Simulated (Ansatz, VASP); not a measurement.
# Two plane-wave programs on Sn2TeS

```
Sn Te S
1.0
    -2.61148    2.61148    4.63608
     2.61148   -2.61148    4.63608
     2.61148    2.61148   -4.63608
Sn Te S
2 1 1
Direct
  0.46252 0.96252 0.50000
  0.96252 0.46252 0.50000
  0.78608 0.78608 0.00000
  0.34876 0.34876 0.00000
```

Alike in both runs: functional PBE; k mesh 4 × 4 × 4; occupations gaussian, width 0.1 eV; no spin polarisation.

Ansatz relaxed the structure, and its values are those at the end. VASP's run is a single point on that final structure, the one shown.

|  | VASP | Ansatz |
| --- | --- | --- |
| version | VASP 6.6.1 | Ansatz 0.2.0 |
| potentials or method | VASP PAW PBE potentials, release 64 (Sn_d, Te, S) | scalar-relativistic, plane waves, PAW |
| plane-wave cutoff (eV) | 520 | 420 |
| valence electrons in the cell | 40 | 50 |

Ansatz gave:

- gap on the k mesh at the Fermi level (eV): 0.19
- least direct gap on the mesh (eV): 0.75
- pressure (GPa): 0.0
- rms of the force components (eV/Å): 0.013

Problem. What did VASP give for the same quantities?

Solution. gap on the k mesh at the Fermi level (eV): 0.18; least direct gap on the mesh (eV): 0.75; pressure (GPa): 0.0; rms of the force components (eV/Å): 0.010.

The two sets of potentials don't hold the same shells in valence.

Caveats: the k mesh is coarse (spacing up to 0.43 Å⁻¹), so the values aren't converged; spin-orbit coupling is left out, which moves the levels of the heavy elements.
